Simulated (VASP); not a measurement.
All values below come from PBEsol GGA, VASP's PBE PAW potentials (set 64) (plane waves; VASP 6.6.1).

A VASP calculation is set up with these files.

File POSCAR:
```
FeSi
1
    0.0000000000     2.5521093611     2.5521093611
    2.5521093611     0.0000000000     2.5521093611
    2.5521093611     2.5521093611     0.0000000000
Fe Si
1 1
Direct
  0.0000000000   0.0000000000   0.0000000000
  0.2500000000   0.2500000000   0.2500000000
```

### INCAR
```
ALGO = Normal
EDIFF = 1E-6
EDIFFG = -0.01
ENCUT = 400
GGA = PS
IBRION = 2
ISIF = 3
ISMEAR = 1
ISPIN = 2
LASPH = .TRUE.
LCHARG = .FALSE.
LMAXMIX = 4
LORBIT = 10
LREAL = .FALSE.
LWAVE = .FALSE.
MAGMOM = 1.1 -0.1
NELM = 100
NSW = 60
PREC = Accurate
SIGMA = 0.1
SYSTEM = FeSi
```

KPOINTS:
```
Automatic mesh
0
Gamma
11 11 11
0 0 0
```

POTCAR, in this order: Fe Si (PBE.64 set). Program: vasp_std.

Output

**OUTCAR**
```
 ion  position               nearest neighbor table
   1  0.000  0.000  0.000-   2 2.21   2 2.21   2 2.21   2 2.21
   2  0.250  0.250  0.250-   1 2.21   1 2.21   1 2.21   1 2.21
  LATTYP: Found a face centered cubic cell.
 ALAT       =     5.1042187222
 Subroutine PRICEL returns:
 Original cell was already a primitive cell.
 Subroutine GETGRP returns: Found 24 space group operations
The static configuration has the point symmetry T_d .
The dynamic configuration has the point symmetry T_d .
The overall configuration has the point symmetry T_d .
 Subroutine INISYM returns: Found 24 space group operations
 Subroutine IBZKPT returns following result:
 Found     56 irreducible k-points:

 Following reciprocal coordinates:
            Coordinates               Weight
  0.000000  0.000000  0.000000      1.000000
  0.090909  0.000000  0.000000      8.000000
  0.181818  0.000000  0.000000      8.000000
  0.272727  0.000000  0.000000      8.000000
  0.363636  0.000000  0.000000      8.000000
  0.454545  0.000000  0.000000      8.000000
  0.090909  0.090909  0.000000      6.000000
  0.181818  0.090909  0.000000     24.000000
  0.272727  0.090909  0.000000     24.000000
  0.363636  0.090909  0.000000     24.000000
  0.454545  0.090909  0.000000     24.000000
 -0.454545  0.090909  0.000000     24.000000
 -0.363636  0.090909  0.000000     24.000000
 -0.272727  0.090909  0.000000     24.000000
 -0.181818  0.090909  0.000000     24.000000
 -0.090909  0.090909  0.000000     12.000000
  0.181818  0.181818  0.000000      6.000000
  0.272727  0.181818  0.000000     24.000000
  0.363636  0.181818  0.000000     24.000000
  0.454545  0.181818  0.000000     24.000000
 -0.454545  0.181818  0.000000     24.000000
 -0.363636  0.181818  0.000000     24.000000
 -0.272727  0.181818  0.000000     24.000000
 -0.181818  0.181818  0.000000     12.000000
  0.272727  0.272727  0.000000      6.000000
  0.363636  0.272727  0.000000     24.000000
  0.454545  0.272727  0.000000     24.000000
 -0.454545  0.272727  0.000000     24.000000
 -0.363636  0.272727  0.000000     24.000000
 -0.272727  0.272727  0.000000     12.000000
  0.363636  0.363636  0.000000      6.000000
  0.454545  0.363636  0.000000     24.000000
 -0.454545  0.363636  0.000000     24.000000
 -0.363636  0.363636  0.000000     12.000000
  0.454545  0.454545  0.000000      6.000000
 -0.454545  0.454545  0.000000     12.000000
  0.272727  0.181818  0.090909     24.000000
  0.363636  0.181818  0.090909     48.000000
  0.454545  0.181818  0.090909     48.000000
 -0.454545  0.181818  0.090909     48.000000
   k-points           NKPTS =     56   k-points in BZ     NKDIM =     56   number of bands    NBANDS=     11
   number of dos      NEDOS =    301   number of ions     NIONS =      2
   total plane-waves  NPLWV =  13824
   dimension x,y,z NGX =    24 NGY =   24 NGZ =   24
   dimension x,y,z NGXF=    48 NGYF=   48 NGZF=   48
   ions per type =               1   1
   PREC   = accura    normal or accurate (medium, high low for compatibility)
   ISTART =      0    job   : 0-new  1-cont  2-samecut
   ICHARG =      2    charge: 1-file 2-atom 10-const
   ISPIN  =      2    spin polarized calculation?
   LNONCOLLINEAR =      F non collinear calculations
   LSORBIT =      F    spin-orbit coupling
   INIWAV =      1    electr: 0-lowe 1-rand  2-diag
   ENCUT  =  400.0 eV  29.40 Ry    5.42 a.u.   5.89  5.89  5.89*2*pi/ulx,y,z
   NELM   =    100;   NELMIN=  2; NELMDL= -5     # of ELM steps
   EDIFF  = 0.1E-05   stopping-criterion for ELM
   LREAL  =      F    real-space projection
   NLSPLINE    = F    spline interpolate recip. space projectors
...
```

### OSZICAR
```
       N       E                     dE             d eps       ncg     rms          rms(c)
DAV:   1     0.388807582215E+02    0.38881E+02   -0.44612E+03  2472   0.833E+02
DAV:   2    -0.128678440892E+02   -0.51749E+02   -0.48513E+02  2470   0.175E+02
DAV:   3    -0.149233280016E+02   -0.20555E+01   -0.20118E+01  2912   0.422E+01
DAV:   4    -0.149688603826E+02   -0.45532E-01   -0.45476E-01  2964   0.612E+00
DAV:   5    -0.149701913252E+02   -0.13309E-02   -0.13308E-02  3046   0.109E+00    0.144E+01
DAV:   6    -0.205505360482E+02   -0.55803E+01   -0.85616E+01  2773   0.129E+02    0.275E+01
DAV:   7    -0.131299630308E+02    0.74206E+01   -0.47603E+01  2808   0.927E+01    0.340E+00
DAV:   8    -0.131830033696E+02   -0.53040E-01   -0.61711E-01  2626   0.546E+00    0.201E+00
DAV:   9    -0.131707283493E+02    0.12275E-01   -0.66104E-02  3162   0.316E+00    0.102E+00
DAV:  10    -0.131704037192E+02    0.32463E-03   -0.85088E-03  3553   0.104E+00    0.339E-01
DAV:  11    -0.131701762999E+02    0.22742E-03   -0.63019E-04  3308   0.187E-01    0.126E-01
DAV:  12    -0.131701296864E+02    0.46613E-04   -0.12119E-04  2861   0.880E-02    0.579E-02
DAV:  13    -0.131701173128E+02    0.12374E-04   -0.41959E-05  3085   0.580E-02    0.223E-02
DAV:  14    -0.131701162418E+02    0.10710E-05   -0.44886E-06  2703   0.161E-02    0.899E-03
DAV:  15    -0.131701163976E+02   -0.15577E-06   -0.46211E-07  1427   0.883E-03
   1 F= -.13170116E+02 E0= -.13169698E+02  d E =-.131701E+02  mag=     0.9572
       N       E                     dE             d eps       ncg     rms          rms(c)
DAV:   1    -0.131750211831E+02   -0.49049E-02   -0.70672E-02  2697   0.472E+00    0.686E-01
DAV:   2    -0.131889912310E+02   -0.13970E-01   -0.23116E-01  2800   0.687E+00    0.128E+00
DAV:   3    -0.131701881310E+02    0.18803E-01   -0.11151E-01  2761   0.482E+00    0.896E-02
DAV:   4    -0.131701578505E+02    0.30281E-04   -0.10810E-03  2533   0.237E-01    0.579E-02
DAV:   5    -0.131701408993E+02    0.16951E-04   -0.69264E-05  3612   0.102E-01    0.177E-02
DAV:   6    -0.131701405367E+02    0.36253E-06   -0.30559E-06  2051   0.141E-02
   2 F= -.13170141E+02 E0= -.13169702E+02  d E =-.241391E-04  mag=     0.9562
       N       E                     dE             d eps       ncg     rms          rms(c)
DAV:   1    -0.131713981120E+02   -0.12572E-02   -0.17118E-02  2685   0.232E+00    0.336E-01
DAV:   2    -0.131747724193E+02   -0.33743E-02   -0.56186E-02  2809   0.339E+00    0.623E-01
DAV:   3    -0.131702304353E+02    0.45420E-02   -0.26395E-02  2761   0.235E+00    0.414E-02
DAV:   4    -0.131702227114E+02    0.77240E-05   -0.26350E-04  2546   0.114E-01    0.296E-02
DAV:   5    -0.131702191410E+02    0.35704E-05   -0.12742E-05  3378   0.424E-02    0.962E-03
DAV:   6    -0.131702187456E+02    0.39534E-06   -0.13652E-06  1364   0.123E-02
   3 F= -.13170219E+02 E0= -.13169791E+02  d E =-.102348E-03  mag=     0.9565
```

**OUTCAR**
```
------------------------ aborting loop because EDIFF is reached ----------------------------------------
  FORCE on cell =-STRESS in cart. coord.  units (eV):
  Direction    XX          YY          ZZ          XY          YZ          ZX
  --------------------------------------------------------------------------------------
  Total        0.0007189      0.0007189      0.0007189      0.0000000     -0.0000000      0.0000000
  in kB        0.0347457      0.0347457      0.0347457      0.0000000     -0.0000000      0.0000000
  external PRESSURE =       0.0347457 kB  Pullay stress =       0.0000000 kB
  volume of cell :       33.15
      direct lattice vectors                 reciprocal lattice vectors
    -0.000000000  2.549673303  2.549673303    -0.196103555  0.196103555  0.196103555
     2.549673303  0.000000000  2.549673303     0.196103555 -0.196103555  0.196103555
     2.549673303  2.549673303  0.000000000     0.196103555  0.196103555 -0.196103555
 POSITION                                       TOTAL-FORCE (eV/Angst)
 -----------------------------------------------------------------------------------
      0.00000      0.00000      0.00000         0.000000      0.000000     -0.000000
      1.27484      1.27484      1.27484        -0.000000     -0.000000      0.000000
 -----------------------------------------------------------------------------------
    total drift:                                0.000000      0.000000     -0.000000
  FREE ENERGIE OF THE ION-ELECTRON SYSTEM (eV)
  ---------------------------------------------------
  free  energy   TOTEN  =       -13.1702187456 eV

  energy  without entropy=      -13.1689363891  energy(sigma->0) =      -13.16979129

 total charge

# of ion       s       p       d       tot
------------------------------------------
    1        0.508   0.405   6.538   7.451
    2        0.829   0.895   0.000   1.723
--------------------------------------------------
tot          1.337   1.299   6.538   9.174

 magnetization (x)

# of ion       s       p       d       tot
------------------------------------------
    1        0.030  -0.013   1.063   1.080
    2       -0.012  -0.070   0.000  -0.082
--------------------------------------------------
tot          0.018  -0.083   1.063   0.999

 reached required accuracy - stopping structural energy minimisation
```
(Selected blocks of OUTCAR.)

**CONTCAR**
```
FeSi
   1.00000000000000
    -0.0000000000000000    2.5496733032099441    2.5496733032099441
     2.5496733032099441    0.0000000000000000    2.5496733032099441
     2.5496733032099441    2.5496733032099441    0.0000000000000000
  Fe              Si
     1     1
Direct
     0.0000000000000000    0.0000000000000000    0.0000000000000000
     0.2500000000000000    0.2500000000000000    0.2500000000000000
```

The structure was generated: FeSi was put into the zinc blende type (F-43m), which need not be its known phase. This run relaxes it. Symmetry was kept, so distortions that lower it aren't found. The start is the result of an earlier pass.
